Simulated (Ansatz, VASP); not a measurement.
# Li2Si4O9 in two plane-wave programs, part 2 of 4

One calculation is typed for both programs; each brings its own data sets. How far apart do they land? Of the first pair: The structure shown is frame 67 of Ansatz's trajectory.

VASP 6.6.1 and Ansatz 0.2.0.

So far: Starting point; Ansatz: dynamics, PBE.

## Step 3: VASP: single point, PBE, pair 1

Level of this step: PBE; plane waves and PAW (Si, Li_sv, O) (VASP).

The same cell, functional, mesh and smearing now go to VASP, with its own data sets.

Lines of VASP's logs that name or quote its potential files are left out, and so is its time.

INCAR

```
SYSTEM = Li2Si4O9
PREC = Accurate
ENCUT = 650
EDIFF = 1E-06
NELM = 120
ISMEAR = 0
SIGMA = 0.025
LREAL = Auto
ALGO = Normal
GGA = PE
NBANDS = 248
LORBIT = 11
LWAVE = .FALSE.
LCHARG = .FALSE.
ISIF = 2
LASPH = .TRUE.
GGA_COMPAT = .FALSE.
EFERMI = MIDGAP
NCORE = 2
```

POSCAR

```
Li2Si4O9
1.0
    9.9741000000      0.0000000000      0.0000000000
    0.0000000000      9.9741000000      0.0000000000
    0.0000000000      0.0000000000      9.9741000000
Si Li O
20 10 45
Direct
    0.2116782467      0.4572743405      0.5007369086
    0.2173228662      0.3622381969      0.0130437834
    0.7386230337      0.5657653322      0.1565554787
    0.9230105974      0.0446857361      0.9856528409
    0.1507905475      0.0853310073      0.8173569545
    0.9192007299      0.8247661443      0.2003087998
    0.6025305541      0.9649893223      0.8747255391
    0.3505579451      0.9128242147      0.9968217684
    0.3176126167      0.0179264295      0.2811782517
    0.8488886215      0.2763657874      0.1687470549
    0.0519846402      0.6662856799      0.4053999860
    0.0921687170      0.5387052466      0.7755887749
    0.6242367732      0.6473566537      0.4438495704
    0.5461044104      0.2255441594      0.2179645281
    0.6178702840      0.0927000932      0.5777062592
    0.3688954392      0.6961530364      0.7915902187
    0.5158059374      0.4560611985      0.9471130227
    0.5058501519      0.3659478048      0.4722731876
    0.4185640810      0.8575410313      0.5227138288
    0.1169328561      0.2731975817      0.2758043332
    0.9081521140      0.5511574979      0.5895369006
    0.8592554717      0.7784862795      0.6461836156
    0.1559238428      0.9086634383      0.5526714190
    0.8045738463      0.0692192779      0.3741089422
    0.5915821979      0.4910217463      0.7249676663
    0.7467340412      0.2379863847      0.8853330125
    0.7766816054      0.7342015821      0.8928324360
    0.4330917075      0.1867737440      0.9154109143
    0.8205452121      0.8757782657      0.4647336602
    0.0586218305      0.5765432470      0.0908352633
    0.9156014076      0.2024042269      0.0350708335
    0.1537281559      0.3765653041      0.1533070653
    0.9486369698      0.6003448933      0.7695130388
    0.6261016032      0.5276065008      0.0496084860
    0.1928595061      0.6098094064      0.4370319127
    0.9653402312      0.9179374580      0.0746734041
    0.4765943794      0.0021154791      0.9497097482
    0.8217984580      0.9334476294      0.2760449564
    0.1543998957      0.0940235209      0.6672581987
    0.5026117645      0.7506842723      0.4200278722
    0.1778005033      0.1248333183      0.2600435127
    0.6142108060      0.4824094405      0.4746693937
    0.3587792382      0.7977060587      0.6673985623
    0.6017886326      0.0851204620      0.7531205823
    0.9457093873      0.2709818430      0.3015409912
    0.5313963165      0.9765993924      0.5311356413
    0.9611694288      0.5454727745      0.4243791420
    0.0029877382      0.8174672402      0.4949218476
    0.1659297581      0.3273378049      0.4131801366
    0.4684232161      0.0831854503      0.2749421000
    0.3004882646      0.8962312389      0.1485748088
    0.5897875498      0.3450937929      0.8434144434
    0.7717087256      0.0666927342      0.5384746493
    0.7176487102      0.2305671690      0.2553613860
    0.0573184548      0.7317452201      0.2382771378
    0.4819582719      0.3155372415      0.3249817026
    0.6957921015      0.6252092921      0.2903018819
    0.4529631746      0.5614641923      0.7900261678
    0.2172426585      0.2270079506      0.9197822360
    0.1184267252      0.4692052416      0.9262991147
    0.3812273789      0.7616125766      0.9470428410
    0.8289269207      0.4283594510      0.1372153879
    0.2459570287      0.9712756038      0.8710359832
    0.7635776662      0.9939643677      0.9293169309
    0.7346126468      0.7096981181      0.5571730783
    0.5441894507      0.2667709367      0.0653392286
    0.3657372595      0.4404106636      0.5319377187
    0.3682036474      0.4200178462      0.0049127240
    0.8474749601      0.6973060226      0.1182663097
    0.5761021045      0.2587301110      0.5477586950
    0.0098956297      0.0628728407      0.8656921426
    0.3058621831      0.9410573385      0.4265146730
    0.1199506722      0.4571239510      0.6351751035
    0.6369597257      0.8299194915      0.7950391514
    0.2113473897      0.6405490220      0.8070402342
```

KPOINTS

```
Automatic mesh
0
Gamma
1 1 1
0 0 0
```

The projector-augmented-wave data sets are Si, Li_sv and O (PBE family, release 64).

On the command line:

```console
> mpirun -np 8 vasp_gam
```

Numbers of over 12 decimals in the logs are rounded to 6 here.

Output:

```text
[banner, memory and clock lines left out]
running    8 mpi-ranks, on    1 nodes
[...]
LDA part: xc-table for (Slater+PW92), standard interpolation
 POSCAR, INCAR and KPOINTS ok, starting setup
[...]
entering main loop
       N       E                     dE             d eps       ncg     rms          rms(c)
DAV:   1     0.435950752813E+04    0.43595E+04   -0.24291E+05   496   0.185E+03
DAV:   2    -0.151626235496E+03   -0.45111E+04   -0.43036E+04   600   0.434E+02
DAV:   3    -0.583633267227E+03   -0.43201E+03   -0.42861E+03   592   0.143E+02
DAV:   4    -0.606777830848E+03   -0.23145E+02   -0.23021E+02   816   0.279E+01
[...]
DAV:  17    -0.528312659163E+03   -0.46447E-05   -0.91480E-05   720   0.236E-02    0.140E-02
DAV:  18    -0.528312659387E+03   -0.22419E-06   -0.12696E-05   560   0.861E-03    0.862E-03
DAV:  19    -0.528312659749E+03   -0.36182E-06   -0.32797E-06   472   0.584E-03
   1 F= -.52831266E+03 E0= -.52831266E+03  d E =0.000000E+00
```

OUTCAR, selected parts (step 3):

```text
  Total       26.9461257     10.2355226     27.6267034      7.7609782     -8.1261342    -10.0728634
  in kB       43.5096669     16.5272064     44.6085897     12.5315817    -13.1211959    -16.2645620
  external PRESSURE =      34.8818210 kB  Pullay stress =       0.0000000 kB

 POSITION                                       TOTAL-FORCE (eV/Angst)
 -----------------------------------------------------------------------------------
      2.11130      4.56090      4.99440        -1.947071      0.239733      0.039494
      2.16760      3.61300      0.13010         0.280165      0.591291     -6.922034
      7.36710      5.64300      1.56150         3.167277      0.647156     -1.908505
      9.20620      0.44570      9.83100        -6.178960     -2.901693      2.814058
      1.50400      0.85110      8.15240         4.765297      2.905780      0.017161
      9.16820      8.22630      1.99790        -0.720521      0.610348      0.056484
      6.00970      9.62490      8.72460         8.234676     -0.214254     -6.768989
      3.49650      9.10460      9.94240        -3.082427     -1.208867     -2.986453
      3.16790      0.17880      2.80450        -1.258804     -0.212803     -1.744655
      8.46690      2.75650      1.68310        -0.244415     -0.871933      2.687974
      0.51850      6.64560      4.04350        -3.035155      6.371736     -1.076423
      0.91930      5.37310      7.73580         1.460073     -0.122389      1.019046
      6.22620      6.45680      4.42700         4.619676     -0.488120      0.729404
      5.44690      2.24960      2.17400         2.923518     -2.245898     -1.615566
[...]
-----------------------------------------------------------------------------------
    total drift:                                0.025871      0.018368     -0.007994

  FREE ENERGIE OF THE ION-ELECTRON SYSTEM (eV)
  ---------------------------------------------------
  free  energy   TOTEN  =      -528.3126597486 eV

  energy  without entropy=     -528.3126597486  energy(sigma->0) =     -528.31265975

[... 3 further parts left out ...]
[key lines of the parts left out:]
E-fermi :   3.3707
```

The run ends at a pressure of 3.49 GPa, with forces up to 11 eV/Å.

## Step 4: Differences

Known differences besides the potentials themselves: the cutoff is 420 eV in Ansatz and 650 eV in VASP (PREC = Accurate, projectors in real space). Total energies have different zeros and are not compared.

Forces on 8 of the 75 atoms, those with the largest forces and the largest differences (eV/Å; atoms numbered as in POSCAR):

| atom | Ansatz x, y, z | VASP x, y, z |
| --- | --- | --- |
| Si2 | 0.266, 0.535, -6.920 | 0.280, 0.591, -6.922 |
| Si4 | -6.173, -2.897, 2.886 | -6.179, -2.902, 2.814 |
| Si5 | 4.816, 2.876, -0.043 | 4.765, 2.906, 0.017 |
| Si7 | 8.249, -0.321, -6.818 | 8.235, -0.214, -6.769 |
| Si11 | -3.080, 6.264, -1.033 | -3.035, 6.372, -1.076 |
| Si15 | 4.031, 3.465, 4.897 | 3.968, 3.535, 4.927 |
| O39 | 0.688, 0.114, -3.604 | 0.704, 0.123, -3.740 |
| O70 | 2.014, -6.567, 3.648 | 2.010, -6.640, 3.654 |

The forces differ by 34 meV/Å r.m.s., which is 1.6 % of the r.m.s. force of 2.134 eV/Å (both taken over all components).

## Step 5: Ansatz: dynamics, PBE

One frame of this run of dynamics is then solved in both programs, so the motion causes no difference.

The structure compared here is frame 134 of Ansatz's trajectory.

input.yaml

```yaml
crystal:
  lattice:
    - [9.9741, 0.0, 0.0]
    - [0.0, 9.9741, 0.0]
    - [0.0, 0.0, 9.9741]
  atoms:
    - { symbol: Si, position: [0.21608, 0.44659, 0.52536] }
    - { symbol: Si, position: [0.20437, 0.34253, 0.97421] }
    - { symbol: Si, position: [0.72968, 0.59302, 0.14623] }
    - { symbol: Si, position: [0.90966, 0.05244, 0.9657] }
    - { symbol: Si, position: [0.17635, 0.07561, 0.83142] }
    - { symbol: Si, position: [0.93181, 0.82351, 0.16948] }
    - { symbol: Si, position: [0.63645, 0.95798, 0.88182] }
    - { symbol: Si, position: [0.35394, 0.88839, 0.9991] }
    - { symbol: Si, position: [0.30246, 0.99268, 0.26999] }
    - { symbol: Si, position: [0.83265, 0.2726, 0.18852] }
    - { symbol: Si, position: [0.03099, 0.66729, 0.40123] }
    - { symbol: Si, position: [0.05024, 0.56299, 0.7786] }
    - { symbol: Si, position: [0.62551, 0.65106, 0.43614] }
    - { symbol: Si, position: [0.53309, 0.23976, 0.19504] }
    - { symbol: Si, position: [0.61966, 0.0886, 0.59901] }
    - { symbol: Si, position: [0.33402, 0.69032, 0.78378] }
    - { symbol: Si, position: [0.51215, 0.44892, 0.95749] }
    - { symbol: Si, position: [0.51096, 0.37556, 0.47874] }
    - { symbol: Si, position: [0.42523, 0.86958, 0.52577] }
    - { symbol: Si, position: [0.11903, 0.28227, 0.28076] }
    - { symbol: Li, position: [0.83463, 0.53486, 0.54234] }
    - { symbol: Li, position: [0.84896, 0.75138, 0.66512] }
    - { symbol: Li, position: [0.13794, 0.9227, 0.58022] }
    - { symbol: Li, position: [0.88203, 0.08758, 0.38723] }
    - { symbol: Li, position: [0.65849, 0.58886, 0.76491] }
    - { symbol: Li, position: [0.80079, 0.19637, 0.77613] }
    - { symbol: Li, position: [0.72389, 0.64517, 0.89947] }
    - { symbol: Li, position: [0.5181, 0.25494, 0.83952] }
    - { symbol: Li, position: [0.89273, 0.8993, 0.50086] }
    - { symbol: Li, position: [0.14545, 0.61712, 0.11803] }
    - { symbol: O, position: [0.91558, 0.18075, 0.06313] }
    - { symbol: O, position: [0.1798, 0.32239, 0.13316] }
    - { symbol: O, position: [0.90533, 0.56557, 0.75524] }
    - { symbol: O, position: [0.59145, 0.57472, 0.02817] }
    - { symbol: O, position: [0.21351, 0.57857, 0.4398] }
    - { symbol: O, position: [0.97734, 0.91294, 0.04156] }
    - { symbol: O, position: [0.50167, 0.9531, 0.97945] }
    - { symbol: O, position: [0.87174, 0.90985, 0.29897] }
    - { symbol: O, position: [0.23782, 0.08752, 0.69331] }
    - { symbol: O, position: [0.51528, 0.75632, 0.45807] }
    - { symbol: O, position: [0.19353, 0.10994, 0.27552] }
    - { symbol: O, position: [0.60057, 0.49993, 0.49291] }
    - { symbol: O, position: [0.37197, 0.81172, 0.66393] }
    - { symbol: O, position: [0.61905, 0.06719, 0.76412] }
    - { symbol: O, position: [0.95873, 0.25351, 0.28737] }
    - { symbol: O, position: [0.50026, 0.00181, 0.54439] }
    - { symbol: O, position: [0.96394, 0.53899, 0.4155] }
    - { symbol: O, position: [0.02951, 0.76827, 0.5332] }
    - { symbol: O, position: [0.16238, 0.33815, 0.41638] }
    - { symbol: O, position: [0.44005, 0.11321, 0.22846] }
    - { symbol: O, position: [0.31194, 0.8985, 0.1475] }
    - { symbol: O, position: [0.65049, 0.40368, 0.86495] }
    - { symbol: O, position: [0.77678, 0.05704, 0.58255] }
    - { symbol: O, position: [0.70645, 0.2078, 0.22748] }
    - { symbol: O, position: [0.04378, 0.72798, 0.24019] }
    - { symbol: O, position: [0.49692, 0.33374, 0.32581] }
    - { symbol: O, position: [0.6777, 0.62957, 0.2947] }
    - { symbol: O, position: [0.44556, 0.59597, 0.79685] }
    - { symbol: O, position: [0.20436, 0.20848, 0.91173] }
    - { symbol: O, position: [0.09048, 0.47005, 0.92478] }
    - { symbol: O, position: [0.35274, 0.76694, 0.92946] }
    - { symbol: O, position: [0.7867, 0.43294, 0.16637] }
    - { symbol: O, position: [0.23199, 0.97419, 0.9131] }
    - { symbol: O, position: [0.77043, 0.01214, 0.94619] }
    - { symbol: O, position: [0.74133, 0.71033, 0.53295] }
    - { symbol: O, position: [0.5235, 0.31147, 0.06456] }
    - { symbol: O, position: [0.36526, 0.39694, 0.56597] }
    - { symbol: O, position: [0.35145, 0.41815, 0.94958] }
    - { symbol: O, position: [0.81984, 0.71608, 0.09998] }
    - { symbol: O, position: [0.58569, 0.24982, 0.52933] }
    - { symbol: O, position: [0.97672, 0.08679, 0.81679] }
    - { symbol: O, position: [0.31343, 0.91804, 0.41688] }
    - { symbol: O, position: [0.13719, 0.47972, 0.66006] }
    - { symbol: O, position: [0.67684, 0.81733, 0.81835] }
    - { symbol: O, position: [0.16528, 0.68551, 0.79552] }
kpoints:
  mp_grid: { grid: [1, 1, 1] }
hamiltonian:
  xc: pbe
scf:
  occupations: { method: gaussian, width: 0.025 }
output:
  forces: true
md:
  timestep: 1.0
  n_steps: 200
  ensemble: nve
  temperature: 900
  initial_velocities: maxwell_boltzmann
  seed: 4646
```

On the command line:

```console
> ansatz run input.yaml --threads 4 --pin off --max-ram 8192MiB --backend cpu --events-out ev --progress --plain --runs-dir out
```

Output:

```text
[...]
Crystal: 75 atoms, lattice volume = 992.250 Å³
Basis set: ecut = 420 eV, 19381 PW (Γ), exchange–correlation on 144×144×144 points (8 copies of the dense FFT grid, shifted against one another)
Bands: 265, of which v1, the nominal top of the filled ones, is band 190 counted from 1 (189 counted from 0)
Symmetry: 1 space group operations
k-points: 1
[...]
atom   8  Si    -0.67050940     0.35557964     1.90402236
[...]
atom  72  O     -0.32763745    -2.65911351    -0.23738903
  atom  73  O     -2.53206425    -1.49054310     3.77705080
  atom  74  O      1.12130072    -0.19109888     0.58239964
  atom  75  O     -4.14320829    -2.86124719    -1.75140603
  max |Σ_I F_I| component: 4.88e-5 eV/Å
--- MD trajectory: 200 steps, t = 0.0 → 200.0 fs ---
[...]
conserved energy: peak-to-peak 4.644e-2 eV (6.193e-4 eV/atom) over 200.0 fs
[key lines of the parts left out:]
SCF converged after 9 iterations
Free energy (F): -40363.114503 eV
Fermi energy:    4.884865 eV
```

(Part 2 of 4 ends here.)

[Lines on the potential files, build, host, timing and source positions are cut from VASP's logs without a mark.]

[Logs are printed without paths, hosts, clocks, repeated set-up lines and the standing remarks that a program may print on its own settings, such as how far it seeks lower states.]

[Hosts, paths, dates, database ids (printed as entryN), source tags and the programs' standing remarks are cut or masked in the printed files.]
